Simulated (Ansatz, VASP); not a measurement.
**Bi8Te9Se3 in two plane-wave programs**

Aim: how closely do two programs agree when they are given the same cell, functional and k mesh? The cell is generated by rule, not measured, and may not be a known phase. Of the first pair: The structure shown is the start of the Ansatz relaxation below; VASP solves that cell, so the two are compared at the walk's first step.

Method: plane waves, with VASP 6.6.1 beside it; single point at PBEsol with D3(BJ), in Ansatz 0.2.0.

**1. Set-up**

The cell holds 40 atoms: 16 Bi, 6 Se and 18 Te. Cell: a = 10.376 Å, b = 11.493 Å, c = 11.493 Å, α = 81.8°, β = 103.7°, γ = 94.5°. It derives from Bi2Te3.

**2. Ansatz: relaxation, PBEsol with D3(BJ)**

Ansatz runs on its PAW soft_1 files.

The two programs are compared at the cell with which this relaxation starts, whose forces are those of its first step.

input.yaml

```yaml
crystal:
  lattice:
    - [0.0, -2.5080030229, 10.0682947406]
    - [10.8599716527, 3.7620045342, 0.0]
    - [-2.1719943305, 11.2860136027, 0.0]
  atoms:
    - { symbol: Bi, position: [0.2, 0.05, 0.25] }
    - { symbol: Bi, position: [0.2, 0.925, 0.625] }
    - { symbol: Bi, position: [0.2, 0.8, 0.0] }
    - { symbol: Bi, position: [0.2, 0.675, 0.375] }
    - { symbol: Bi, position: [0.2, 0.55, 0.75] }
    - { symbol: Bi, position: [0.2, 0.425, 0.125] }
    - { symbol: Bi, position: [0.2, 0.3, 0.5] }
    - { symbol: Bi, position: [0.2, 0.175, 0.875] }
    - { symbol: Bi, position: [0.8, 0.075, 0.375] }
    - { symbol: Bi, position: [0.8, 0.95, 0.75] }
    - { symbol: Bi, position: [0.8, 0.825, 0.125] }
    - { symbol: Bi, position: [0.8, 0.7, 0.5] }
    - { symbol: Bi, position: [0.8, 0.575, 0.875] }
    - { symbol: Bi, position: [0.8, 0.45, 0.25] }
    - { symbol: Bi, position: [0.8, 0.325, 0.625] }
    - { symbol: Bi, position: [0.8, 0.2, 0.0] }
    - { symbol: Se, position: [0.0, 0.0, 0.0] }
    - { symbol: Te, position: [0.0, 0.875, 0.375] }
    - { symbol: Te, position: [0.0, 0.75, 0.75] }
    - { symbol: Te, position: [0.0, 0.625, 0.125] }
    - { symbol: Se, position: [0.0, 0.5, 0.5] }
    - { symbol: Se, position: [0.0, 0.375, 0.875] }
    - { symbol: Te, position: [0.0, 0.25, 0.25] }
    - { symbol: Te, position: [0.0, 0.125, 0.625] }
    - { symbol: Te, position: [0.6285, 0.0261875, 0.1309375] }
    - { symbol: Te, position: [0.6285, 0.9011875, 0.5059375] }
    - { symbol: Te, position: [0.6285, 0.7761875, 0.8809375] }
    - { symbol: Te, position: [0.6285, 0.6511875, 0.2559375] }
    - { symbol: Te, position: [0.6285, 0.5261875, 0.6309375] }
    - { symbol: Te, position: [0.6285, 0.4011875, 0.0059375] }
    - { symbol: Te, position: [0.6285, 0.2761875, 0.3809375] }
    - { symbol: Te, position: [0.6285, 0.1511875, 0.7559375] }
    - { symbol: Te, position: [0.3715, 0.0988125, 0.4940625] }
    - { symbol: Se, position: [0.3715, 0.9738125, 0.8690625] }
    - { symbol: Te, position: [0.3715, 0.8488125, 0.2440625] }
    - { symbol: Te, position: [0.3715, 0.7238125, 0.6190625] }
    - { symbol: Se, position: [0.3715, 0.5988125, 0.9940625] }
    - { symbol: Te, position: [0.3715, 0.4738125, 0.3690625] }
    - { symbol: Te, position: [0.3715, 0.3488125, 0.7440625] }
    - { symbol: Se, position: [0.3715, 0.2238125, 0.1190625] }
kpoints:
  mp_grid: { grid: [2, 2, 2] }
hamiltonian:
  xc: pbesol
  dispersion: d3bj
  pseudopotentials: { kind: paw, azcp: { folder: soft_1 }, xc_functional: pbe }
scf:
  occupations: { method: fermi_dirac, width: 0.02 }
relax:
  f_tol: 0.02
  max_steps: 100
  cell: {}
output:
  write_density: true
  write_potential: true
  elf: true
  volumetric_format: npy
```

Started as:

```console
$ ansatz run input.yaml --threads 2 --pin off --max-ram 92160MiB --backend cuda --events-out ev --progress --plain --runs-dir out --devices 1 --max-vram 13GiB
```

Numbers of over 12 decimals in the logs are rounded to 6 here.

The log of the run:

```text
GPUs: using 1 of 1 available (devices: 1).
Engine: ansatz 0.2.0, x86_64-unknown-linux-gnu
Pseudopotentials: kind: paw
Pseudopotential: Bi, paw, valence charge 15, recommended cutoff 420 eV (normal), soft_1/Bi.paw.azcp
Pseudopotential: Se, paw, valence charge 16, recommended cutoff 420 eV (normal), soft_1/Se.paw.azcp
Pseudopotential: Te, paw, valence charge 16, recommended cutoff 420 eV (normal), soft_1/Te.paw.azcp
Functional definition: PBEsol
  exchange = pbesol_x
  correlation = pbesol_c
device memory: the entry about to start is reckoned to put 8.4 GiB on a device that reports 45.4 GiB free (of which the cap on the GPU budget leaves the run 13.0 GiB)
GPU FFT provider: cuFFT
GPU libraries: cuBLAS 13.8.2, cuFFT 12.4.0, cuSOLVER 12.3.4
Crystal: 40 atoms, lattice volume = 1316.297 Å³
Basis set: ecut = 420 eV, 25727 PW (Γ), exchange–correlation on 144×160×160 points (8 copies of the dense FFT grid, shifted against one another)
Bands: 375, of which v1, the nominal top of the filled ones, is band 312 counted from 1 (311 counted from 0)
Symmetry: 1 space group operations
Space group: P1 (ITA 1), of the structure as read, at distance tolerance 1.1e-4 Å
k-points: 8
Non-local potential: Bi, projectors of the file, l = 0: 2, l = 1: 2, l = 2: 2, l = 3: 1
Non-local potential: Se, projectors of the file, l = 0: 2, l = 1: 2, l = 2: 3, l = 3: 1
Non-local potential: Te, projectors of the file, l = 0: 2, l = 1: 2, l = 2: 2, l = 3: 1
PAW form: soft (Blöchl's): semilocal exchange-correlation on the pseudo side does not see the compensation charge
PAW frozen core: Bi, regenerated for the run's functional, and the local potential with it (the file was generated under x = pbe(κ = 0.804, μ = 0.219515), c = pbe(β = 0.066725))
PAW frozen core: Se, regenerated for the run's functional, and the local potential with it (the file was generated under x = pbe(κ = 0.804, μ = 0.219515), c = pbe(β = 0.066725))
PAW frozen core: Te, regenerated for the run's functional, and the local potential with it (the file was generated under x = pbe(κ = 0.804, μ = 0.219515), c = pbe(β = 0.066725))
PAW one-centre angular grid: Bi, 590 points (default); XC on 64 Gauss nodes
PAW one-centre angular grid: Se, 590 points (default); XC on 64 Gauss nodes
PAW one-centre angular grid: Te, 590 points (default); XC on 64 Gauss nodes
Initial density: superposition of atomic densities (chi_scale 0.1, normalization cell, long waves kept (reshape's long-wave potential 0.48 eV rms))
Initial wavefunctions: pseudopotential atomic-orbital guess
GPU buffer pool allocated for 460800 grid points (all kernels)
GPU transforms: local potential and band sums: pruned to the plane-wave sphere, on 72×80×80
Functional: x = pbesol(κ = 0.804, μ = 0.123457), c = pbesol(β = 0.046)
SCF iter   1: F=—  HF=-352720.684984 eV  |F-HF|=—  |Δ(HF+E_count)|=         —  Δρ=2.83e-2  dr2=6.34e1  ethr=3.10e-3  ⟨swp⟩=6.4  Hψ=11521  notcnv=0  defer=202
preconditioner: auto → Resta (q_TF=auto, 2.409 Å⁻¹)  ε∞=4.2  [insulator: Δε(μ)=0.217 eV  Ē_g=8.506 eV  σ=0.020 eV  W_gap=0.99  n_scr=312 (ndim 8)  ℏωp=15.3 eV  f_vac=0.008  D(μ)=0.15/eV (n_scr^D=0)  ε∞_Penn≈4.2]
SCF iter   2: F=—  HF=-352713.602658 eV  |F-HF|=—  |Δ(HF+E_count)|=    7.08e0  Δρ=1.48e-2  dr2=1.16e1  ethr=3.10e-3  ⟨swp⟩=2.6  Hψ=3549  notcnv=0  defer=423
SCF iter   3: F=—  HF=-352711.692579 eV  |F-HF|=—  |Δ(HF+E_count)|=    1.91e0  Δρ=3.67e-3  dr2=5.82e-1  ethr=1.86e-3  ⟨swp⟩=4.1  Hψ=3678  notcnv=0  defer=424
SCF iter   4: F=—  HF=-352711.608158 eV  |F-HF|=—  |Δ(HF+E_count)|=   8.44e-2  Δρ=9.59e-4  dr2=1.77e-2  ethr=9.33e-5  ⟨swp⟩=3.5  Hψ=4339  notcnv=0  defer=436
SCF iter   5: F=—  HF=-352711.607929 eV  |F-HF|=—  |Δ(HF+E_count)|=   2.29e-4  Δρ=2.54e-4  dr2=1.92e-3  ethr=2.84e-6  ⟨swp⟩=2.0  Hψ=5063  notcnv=0  defer=436
SCF iter   6: F=—  HF=-352711.605934 eV  |F-HF|=—  |Δ(HF+E_count)|=   2.00e-3  Δρ=8.61e-5  dr2=1.66e-4  ethr=3.08e-7  ⟨swp⟩=2.0  Hψ=5060  notcnv=0  defer=436
SCF iter   7: F=—  HF=-352711.605507 eV  |F-HF|=—  |Δ(HF+E_count)|=   4.26e-4  Δρ=3.15e-5  dr2=1.79e-5  ethr=2.66e-8  ⟨swp⟩=2.0  Hψ=5061  notcnv=0  defer=436
SCF iter   8: F=—  HF=-352711.608502 eV  |F-HF|=—  |Δ(HF+E_count)|=   2.99e-3  Δρ=8.13e-6  dr2=1.63e-6  ethr=2.87e-9  ⟨swp⟩=2.0  Hψ=5332  notcnv=0  defer=436
SCF iter   9: F=—  HF=-352711.608503 eV  |F-HF|=—  |Δ(HF+E_count)|=   7.73e-7  Δρ=2.26e-6  dr2=1.57e-7  ethr=2.61e-10  ⟨swp⟩=2.0  Hψ=5011  notcnv=0  defer=436
SCF iter  10: F=-352711.608503 eV  HF=-352711.608503 eV  |F-HF|=9.37e-9  |Δ(HF+E_count)|=   3.46e-8  Δρ=7.56e-7  dr2=1.68e-8  ethr=1.60e-11  ⟨swp⟩=8.4  Hψ=23316  notcnv=0
SCF 1 converged in 10 iterations: F = -352711.608503 eV  dr2 = 1.68e-8
  greatest PAW one-centre occupation: 1.000 electrons in one spin orbital (limit 2), on the Se atom at site 39 (counted from 0), in its partial waves of l = 2
[...]
k-point 7: bands = [... 308 lower, 9.3146, 9.4281, 9.5707, 9.6313, 10.5276, 10.8614, 11.0262, 11.1130, ... 59 higher]
--- Relaxed structure (5 steps of the walk, 5 accepted, 1 SCFs on fresh bases) ---
  F+E_penalty+E_count = -352713.23454931 eV   max|allowed force component| = 6.530e-3 eV/Å   (the final SCF, on the basis selected at the relaxed cell)
  cell:  # Å, volume = 1223.0197 Å³
    - [-0.025452, -2.443753, 9.739787]
    - [10.637682, 3.668183, -0.026818]
    - [-2.146768, 11.060067, 0.021228]
  atoms:
    - { symbol: Bi, position: [0.202869, 0.052726, 0.241521] }
    - { symbol: Bi, position: [0.208345, 0.927476, 0.632778] }
    - { symbol: Bi, position: [0.204949, 0.803977, -0.00374053] }
    - { symbol: Bi, position: [0.199369, 0.671229, 0.379147] }
    - { symbol: Bi, position: [0.192418, 0.544592, 0.752512] }
    - { symbol: Bi, position: [0.203024, 0.424107, 0.112805] }
    - { symbol: Bi, position: [0.201755, 0.306261, 0.502093] }
    - { symbol: Bi, position: [0.195670, 0.171275, 0.882781] }
    - { symbol: Bi, position: [0.795661, 0.074738, 0.372224] }
    - { symbol: Bi, position: [0.800424, 0.949438, 0.757291] }
    - { symbol: Bi, position: [0.804043, 0.831860, 0.122040] }
    - { symbol: Bi, position: [0.801905, 0.694037, 0.497139] }
    - { symbol: Bi, position: [0.796706, 0.569227, 0.876019] }
    - { symbol: Bi, position: [0.806845, 0.452494, 0.256562] }
    - { symbol: Bi, position: [0.806251, 0.328275, 0.627211] }
    - { symbol: Bi, position: [0.807347, 0.200649, -0.00264384] }
    - { symbol: Se, position: [0.00462512, -0.00329104, 0.00117721] }
    - { symbol: Te, position: [0.00681412, 0.878975, 0.378470] }
    - { symbol: Te, position: [-0.00209007, 0.749539, 0.749255] }
    - { symbol: Te, position: [0.00596794, 0.625979, 0.122489] }
    - { symbol: Se, position: [0.00325371, 0.500395, 0.503673] }
    - { symbol: Se, position: [1.90703546630686e-6, 0.372046, 0.874272] }
    - { symbol: Te, position: [0.00533498, 0.252445, 0.249633] }
    - { symbol: Te, position: [0.00143172, 0.124359, 0.626248] }
    - { symbol: Te, position: [0.619165, 0.029945, 0.123276] }
    - { symbol: Te, position: [0.625835, 0.896420, 0.509686] }
    - { symbol: Te, position: [0.618997, 0.771513, 0.883929] }
    - { symbol: Te, position: [0.622970, 0.653473, 0.246923] }
    - { symbol: Te, position: [0.618327, 0.523355, 0.628193] }
    - { symbol: Te, position: [0.624598, 0.395368, 0.014639] }
    - { symbol: Te, position: [0.623195, 0.278041, 0.381061] }
    - { symbol: Te, position: [0.621973, 0.152557, 0.754496] }
    - { symbol: Te, position: [0.377115, 0.103471, 0.491146] }
    - { symbol: Se, position: [0.361911, 0.980672, 0.869383] }
    - { symbol: Te, position: [0.379957, 0.846396, 0.247173] }
    - { symbol: Te, position: [0.377371, 0.719131, 0.626189] }
    - { symbol: Se, position: [0.356378, 0.602002, 0.983722] }
    - { symbol: Te, position: [0.378450, 0.474806, 0.362002] }
    - { symbol: Te, position: [0.377529, 0.346422, 0.752832] }
    - { symbol: Se, position: [0.363308, 0.223622, 0.114395] }
```

**3. VASP: single point, PBEsol with D3(BJ), start cell, pair 1**

The same cell, functional, mesh and smearing now go to VASP, with its own data sets.

Lines of VASP's logs that name or quote its potential files are left out, and so is its time.

INCAR

```
SYSTEM = Bi8Te9Se3
PREC = Accurate
ENCUT = 400
EDIFF = 1E-06
NELM = 120
ISMEAR = -1
SIGMA = 0.02
LREAL = Auto
ALGO = Normal
GGA = PS
IVDW = 12
NBANDS = 224
LORBIT = 11
LWAVE = .FALSE.
LCHARG = .FALSE.
ISIF = 2
LASPH = .TRUE.
GGA_COMPAT = .FALSE.
KPAR = 4
```

POSCAR

```
Bi8Te9Se3
1.0
    0.0000000000     -2.5080030000     10.0682950000
   10.8599720000      3.7620050000      0.0000000000
   -2.1719940000     11.2860140000      0.0000000000
Bi Se Te
16 6 18
Direct
    0.2000000000      0.0499999889      0.2499999904
    0.2000000000      0.9249999137      0.6249999601
    0.2000000000      0.7999999416      0.9999999840
    0.2000000000      0.6749999694      0.3750000080
    0.2000000000      0.5499999806      0.7499999489
    0.2000000000      0.4250000084      0.1249999728
    0.2000000000      0.2999999499      0.5000000256
    0.2000000000      0.1749999611      0.8749999665
    0.8000000000      0.0749999833      0.3749999856
    0.8000000000      0.9499999082      0.7499999553
    0.8000000000      0.8249999360      0.1249999792
    0.8000000000      0.6999999638      0.5000000032
    0.8000000000      0.5749999750      0.8749999441
    0.8000000000      0.4500000028      0.2499999680
    0.8000000000      0.3249999443      0.6250000208
    0.8000000000      0.1999999555      0.9999999617
    0.0000000000      0.0000000000      0.0000000000
    0.0000000000      0.4999999917      0.4999999585
    0.0000000000      0.3749999332      0.8750000112
    0.3714999412      0.9738124004      0.8690624385
    0.3714999412      0.5988124673      0.9940624273
    0.3714999412      0.2238124644      0.1190625279
    0.0000000000      0.8749999249      0.3749999697
    0.0000000000      0.7499999527      0.7499999936
    0.0000000000      0.6249999805      0.1250000176
    0.0000000000      0.2499999610      0.2500000352
    0.0000000000      0.1249999722      0.6249999760
    0.6284999595      0.0261874925      0.1309374865
    0.6284999595      0.9011874174      0.5059374562
    0.6284999595      0.7761874452      0.8809374802
    0.6284999595      0.6511874730      0.2559375041
    0.6284999595      0.5261874842      0.6309374450
    0.6284999595      0.4011875120      0.0059374690
    0.6284999595      0.2761874535      0.3809375217
    0.6284999595      0.1511874647      0.7559374626
    0.3714999412      0.0988124756      0.4940624688
    0.3714999412      0.8488124282      0.2440624624
    0.3714999412      0.7238124561      0.6190624864
    0.3714999412      0.4738124951      0.3690624512
    0.3714999412      0.3488124366      0.7440625040
```

KPOINTS

```
Automatic mesh
0
Gamma
2 2 2
0 0 0
```

PAW data sets: Bi_d, Se and Te (PBE family, release 64).

Started as:

```console
$ mpirun -np 4 vasp_std
```

The log of the run:

```text
[banner, memory and clock lines left out]
running    4 mpi-ranks, on    1 nodes
[...]
|                                                                             |
|               ----> ADVICE to this user running VASP <----                  |
|                                                                             |
|     You enforced a specific xc type in the INCAR file but a different       |
|     [... a line on the potential file left out ...]
|     I HOPE YOU KNOW WHAT YOU ARE DOING!                                     |
|                                                                             |

 LDA part: xc-table for (Slater+PW92), standard interpolation
 POSCAR, INCAR and KPOINTS ok, starting setup
[...]
entering main loop
       N       E                     dE             d eps       ncg     rms          rms(c)
DAV:   1     0.372474320039E+04    0.37247E+04   -0.15022E+05  3744   0.141E+03
DAV:   2     0.351670635809E+03   -0.33731E+04   -0.32803E+04  3920   0.398E+02
DAV:   3    -0.134409229516E+03   -0.48608E+03   -0.46766E+03  4288   0.177E+02
DAV:   4    -0.166246426214E+03   -0.31837E+02   -0.31262E+02  4032   0.449E+01
[...]
DAV:  15    -0.164739717874E+03    0.62551E-05   -0.11127E-05  3568   0.864E-03    0.210E-02
DAV:  16    -0.164739717046E+03    0.82724E-06   -0.11745E-05  3344   0.543E-03    0.666E-03
DAV:  17    -0.164739717025E+03    0.21471E-07   -0.11687E-06  2288   0.304E-03
   1 F= -.18142260E+03 E0= -.18142208E+03  d E =-.104686E-02
```

Parts of OUTCAR (step 3):

```text
 Edisp (eV)  -16.68289

  Total     -26.03292   -25.75121   -29.49985     0.12657     0.55093    -0.33237
  in kB     -31.68689   -31.34399   -35.90678     0.15406     0.67058    -0.40456
  external pressure =      -32.98 kB  Pullay stress =        0.00 kB

 POSITION                                       TOTAL-FORCE (eV/Angst)
 -----------------------------------------------------------------------------------
      0.00000      2.50800      2.01366         0.412410     -0.490257      0.098309
      8.68798     10.03201      2.01366        -0.045618      0.477468      0.238982
      6.51598     13.79402      2.01366         0.221663     -0.342126      0.371090
      6.51598      6.27001      2.01366        -0.227496      0.127865     -0.184697
      4.34399     10.03201      2.01366        -0.213240      0.320652     -0.132456
      4.34399      2.50800      2.01366        -0.048364     -0.691385      0.388875
      2.17199      6.27001      2.01366         0.208662      0.146368     -0.232630
      0.00000     10.03201      2.01366        -0.372431      0.474459      0.214958
     -0.00000      2.50800      8.05464         0.037307     -0.040820     -0.030328
      8.68798     10.03201      8.05464        -0.017489      0.281743      0.220701
      8.68798      2.50800      8.05464         0.276313     -0.158006      0.104708
      6.51598      6.27001      8.05464        -0.286729     -0.099661      0.199352
      4.34399     10.03201      8.05464        -0.157283     -0.128132      0.159459
      4.34399      2.50800      8.05464        -0.025119      0.227986      0.147682
[...]
-----------------------------------------------------------------------------------
    total drift:                               -0.011385     -0.002461     -0.003684

  FREE ENERGIE OF THE ION-ELECTRON SYSTEM (eV)
  ---------------------------------------------------
  free  energy   TOTEN  =      -181.4226043257 eV

  energy  without entropy=     -181.4215574608  energy(sigma->0) =     -181.42208089

[... 3 further parts left out ...]
[key lines of the parts left out:]
E-fermi :   5.7495
```

The run ends at a pressure of -3.30 GPa, with forces up to 1.0 eV/Å.

**4. Comparison**

Known differences besides the potentials themselves: the data sets hold 624 valence electrons in Ansatz (on its PAW soft_1 files) and 384 in VASP; the cutoff is 420 eV in Ansatz and 400 eV in VASP (PREC = Accurate, projectors in real space); Ansatz makes its cores anew for this functional, VASP keeps those of its PBE data sets. Total energies have different zeros and are not compared.

Forces on 10 of the 40 atoms, those with the largest forces and the largest differences (eV/Å; atoms numbered as in POSCAR):

```tsv
atom	Ansatz x, y, z	VASP x, y, z
Bi1	0.410, -0.489, 0.109	0.412, -0.490, 0.098
Bi3	0.222, -0.339, 0.380	0.222, -0.342, 0.371
Bi6	-0.048, -0.689, 0.398	-0.048, -0.691, 0.389
Bi8	-0.370, 0.473, 0.224	-0.372, 0.474, 0.215
Se20	0.073, 0.031, -1.000	0.072, 0.031, -0.991
Se21	0.072, -0.015, -1.026	0.070, -0.015, -1.017
Se22	0.003, 0.011, -0.973	0.002, 0.011, -0.963
Te36	0.049, -0.048, -0.044	0.050, -0.047, -0.027
Te38	-0.050, 0.032, -0.022	-0.047, 0.033, -0.005
Te39	0.012, -0.093, -0.020	0.014, -0.092, -0.003
```

The forces differ by 7.0 meV/Å r.m.s., which is 3.0 % of the r.m.s. force of 0.235 eV/Å (both taken over all components).

**5. Ansatz: relaxation, PBEsol with D3(BJ)**

This run makes the geometry at which the two programs are then compared. The cell compared in this pair holds 1223.02 Å³, against 1316.30 Å³ for the pair before.

The structure compared here is the end of the Ansatz relaxation.

input.yaml is that of step 2.

Started as:

```console
$ ansatz run input.yaml --threads 2 --pin off --max-ram 92160MiB --backend cuda --events-out ev --progress --plain --runs-dir out --devices 1 --max-vram 13GiB
```

The log of the run:

```text
GPUs: using 1 of 1 available (devices: 1).
[...]
GPU FFT provider: cuFFT
GPU libraries: cuBLAS 13.8.2, cuFFT 12.4.0, cuSOLVER 12.3.4
Crystal: 40 atoms, lattice volume = 1316.297 Å³
Basis set: ecut = 420 eV, 25727 PW (Γ), exchange–correlation on 144×160×160 points (8 copies of the dense FFT grid, shifted against one another)
Bands: 375, of which v1, the nominal top of the filled ones, is band 312 counted from 1 (311 counted from 0)
Symmetry: 1 space group operations
[...]
k-points: 8
[...]
- { symbol: Te, position: [0.619165, 0.029945, 0.123276] }
    - { symbol: Te, position: [0.625835, 0.896420, 0.509686] }
    - { symbol: Te, position: [0.618997, 0.771513, 0.883929] }
[...]
- { symbol: Se, position: [0.361911, 0.980672, 0.869383] }
    - { symbol: Te, position: [0.379957, 0.846396, 0.247173] }
    - { symbol: Te, position: [0.377371, 0.719131, 0.626189] }
    - { symbol: Se, position: [0.356378, 0.602002, 0.983722] }
    - { symbol: Te, position: [0.378450, 0.474806, 0.362002] }
    - { symbol: Te, position: [0.377529, 0.346422, 0.752832] }
    - { symbol: Se, position: [0.363308, 0.223622, 0.114395] }
```

(Continued in part 2 of 2.)

[Lines on the potential files, build, host, timing and source positions are cut from VASP's logs without a mark.]

[Logs are printed without paths, hosts, clocks, repeated set-up lines and the standing remarks that a program may print on its own settings, such as how far it seeks lower states.]

[Hosts, paths, dates, database ids (printed as entryN), source tags and the programs' standing remarks are cut or masked in the printed files.]
